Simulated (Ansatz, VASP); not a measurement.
# H20C8N2O9 (H20C8N2O9 (C2/c)): VASP beside Ansatz, part 2 of 2

Wanted: the spread between two codes on one cell, functional and k mesh. The cell is taken from a series of runs on this material, whose earlier steps may have relaxed, scaled, displaced or heated it; both programs get it as it stands.

VASP 6.6.1 and Ansatz 0.2.0.

So far: Starting point; Ansatz: single point, r2SCAN with D3(BJ).

### 3. VASP: single point, r2SCAN with D3(BJ)

Level of this step: r2SCAN with D3(BJ); plane waves and PAW (H, C, N, O) (VASP).

The same cell, functional and mesh now go to VASP, with its own data sets.

Lines of VASP's logs that name or quote its potential files are left out, and so is its time.

Contents of INCAR:

```
SYSTEM = H20C8N2O9
PREC = Accurate
ENCUT = 660
EDIFF = 1E-06
NELM = 120
ISMEAR = 0
SIGMA = 0.01
LREAL = Auto
ALGO = Normal
METAGGA = R2SCAN
IVDW = 12
VDW_S6 = 1
VDW_S8 = 0.78981345
VDW_A1 = 0.49484001
VDW_A2 = 5.73083694
LASPH = .TRUE.
NBANDS = 341
LORBIT = 11
LWAVE = .FALSE.
LCHARG = .FALSE.
ISIF = 2
GGA_COMPAT = .FALSE.
EFERMI = MIDGAP
LMIXTAU = .TRUE.
```

Contents of POSCAR:

```
H20C8N2O9
1.0
   18.1163000000      0.0000000000      0.0000000000
    0.0000000000      5.6775000000      0.0000000000
   -2.9512900000      0.0000000000     13.8088400000
H C N O
80 32 8 36
Direct
    0.5579600000      0.0900700000      0.3163300000
    0.4400500000      0.0894500000      0.1826900000
    0.0586100000      0.5936600000      0.3158100000
    0.9395400000      0.5905000000      0.1823700000
    0.4409400000      0.9124700000      0.6837700000
    0.5594100000      0.9087200000      0.8172400000
    0.9416500000      0.4096200000      0.6833900000
    0.0595800000      0.4082700000      0.8163000000
    0.5813800000      0.3506200000      0.2761700000
    0.4187000000      0.3502700000      0.2244000000
    0.0819200000      0.8543800000      0.2756700000
    0.9186200000      0.8522700000      0.2233600000
    0.4191500000      0.6516500000      0.7247100000
    0.5811800000      0.6475400000      0.7761800000
    0.9190200000      0.1491900000      0.7241700000
    0.0824600000      0.1472500000      0.7759400000
    0.5838200000      0.3121300000      0.3963400000
    0.4159100000      0.3146300000      0.1039700000
    0.0831700000      0.8163100000      0.3955900000
    0.9161300000      0.8144000000      0.1030300000
    0.4170800000      0.6884200000      0.6045100000
    0.5835300000      0.6845000000      0.8964600000
    0.9174700000      0.1856500000      0.6040600000
    0.0834600000      0.1847100000      0.8959100000
    0.6794400000      0.0692800000      0.2819500000
    0.3179400000      0.0797200000      0.2172700000
    0.1812400000      0.5767500000      0.2837500000
    0.8169200000      0.5838400000      0.2156700000
    0.3182500000      0.9233900000      0.7165800000
    0.6814100000      0.9225200000      0.7837200000
[... 120 atom lines left out ...]
    0.9003200000      0.2572500000      0.0364200000
    0.0987300000      0.2528600000      0.4624000000
    0.9996600000      0.3793100000      0.2496900000
    0.4993700000      0.8768300000      0.2499400000
    0.0010100000      0.6220800000      0.7506200000
    0.5008600000      0.1235200000      0.7513000000
```

Contents of KPOINTS:

```
Automatic mesh
0
Gamma
1 2 1
0 0 0
```

PAW data sets: H, C, N and O (PBE family, release 64).

Run with:

```bash
> export OMP_NUM_THREADS=3
> mpirun -np 1 vasp_std
```

Numbers of over 12 decimals in the logs are rounded to 6 here.

The log of the run:

```text
[banner, memory and clock lines left out]
running    1 mpi-ranks, on    1 nodes
[...]
Offloading initialized ...    1 GPUs detected
[...]
|                                                                             |
|               ----> ADVICE to this user running VASP <----                  |
|                                                                             |
|     You enforced a specific xc type in the INCAR file but a different       |
|     [... a line on the potential file left out ...]
|     I HOPE YOU KNOW WHAT YOU ARE DOING!                                     |
|                                                                             |

 LDA part: xc-table for (None), standard interpolation
 POSCAR, INCAR and KPOINTS ok, starting setup
[...]
entering main loop
       N       E                     dE             d eps       ncg     rms          rms(c)
DAV:   1     0.278829868631E+04    0.27883E+04   -0.26134E+05  1364   0.150E+03
DAV:   2    -0.866381662789E+03   -0.36547E+04   -0.34655E+04  1672   0.321E+02
DAV:   3    -0.119310255015E+04   -0.32672E+03   -0.32398E+03  1704   0.973E+01
DAV:   4    -0.119866564394E+04   -0.55631E+01   -0.55449E+01  1656   0.134E+01
[...]
DAV:  16    -0.985233296014E+03   -0.27682E-04   -0.70766E-05  1632   0.205E-02    0.907E-03
DAV:  17    -0.985233296654E+03   -0.64052E-06   -0.17032E-05  1696   0.950E-03    0.556E-03
DAV:  18    -0.985233296120E+03    0.53379E-06   -0.29789E-06  1416   0.480E-03
   1 F= -.98958322E+03 E0= -.98958322E+03  d E =0.000000E+00
```

OUTCAR, selected parts (step 3):

```text
  FREE ENERGIE OF THE ION-ELECTRON SYSTEM (eV)
  ---------------------------------------------------
  free  energy   TOTEN  =      -989.5832217138 eV

  energy  without entropy=     -989.5832217138  energy(sigma->0) =     -989.58322171
```

The run ends at a pressure of 0.02 GPa, with forces up to 0.61 eV/Å.

### 4. Comparison

Known differences besides the potentials themselves: VASP keeps PBE cores, Ansatz makes them for the functional; fixed occupations in Ansatz, narrow Gaussian smearing in VASP; the cutoff is 500 eV in Ansatz and 660 eV in VASP (PREC = Accurate, projectors in real space). Total energies have different zeros and are not compared.

Both answers:

| quantity | Ansatz | VASP | difference |
| --- | --- | --- | --- |
| pressure (GPa) | -0.45 | 0.02 | -0.47 |
| gap on the k mesh (eV) | 3.890 | 3.873 | +0.017 |

Forces on 7 of the 156 atoms, those with the largest forces and the largest differences (eV/Å; atoms numbered as in POSCAR):

| atom | Ansatz x, y, z | VASP x, y, z |
| --- | --- | --- |
| O146 | -0.010, 0.004, 0.009 | -0.236, -0.064, 0.533 |
| O147 | 0.006, -0.002, -0.017 | 0.236, -0.070, -0.538 |
| O148 | -0.013, -0.005, 0.009 | -0.234, -0.071, 0.536 |
| O149 | -0.018, -0.002, 0.026 | -0.252, 0.066, 0.550 |
| O150 | 0.008, -0.002, -0.015 | 0.236, 0.067, -0.538 |
| O151 | -0.007, -0.005, 0.024 | -0.239, 0.063, 0.545 |
| O152 | -0.003, 0.010, -0.001 | 0.224, 0.079, -0.520 |

The forces differ by 144 meV/Å r.m.s., where the r.m.s. force is 0.012 eV/Å in Ansatz and 0.142 eV/Å in VASP: the atoms lie near their places of rest in Ansatz, so a percentage would say little (all taken over all components). A gap on the mesh is an upper bound, since the band edges may lie between its points.

### 5. Summary of results

| Quantity | Value |
| --- | --- |
| r.m.s. force difference (single point, r2SCAN with D3(BJ)) | 144 meV/Å |

In words: The r.m.s. force difference is 144 meV/Å (single point, r2SCAN with D3(BJ)), beyond the 12 meV/Å picked in this series as the mark of a large difference. What causes the difference of the single point, r2SCAN with D3(BJ) pair stays open here. Such differences can come from data sets, numerical settings and the points named under the comparisons, not from the functional's error against experiment.

[Lines on the potential files, build, host, timing and source positions are cut from VASP's logs without a mark.]

[Logs are printed without paths, hosts, clocks, repeated set-up lines and the standing remarks that a program may print on its own settings, such as how far it seeks lower states.]

[Hosts, paths, dates, database ids (printed as entryN), source tags and the programs' standing remarks are cut or masked in the printed files.]
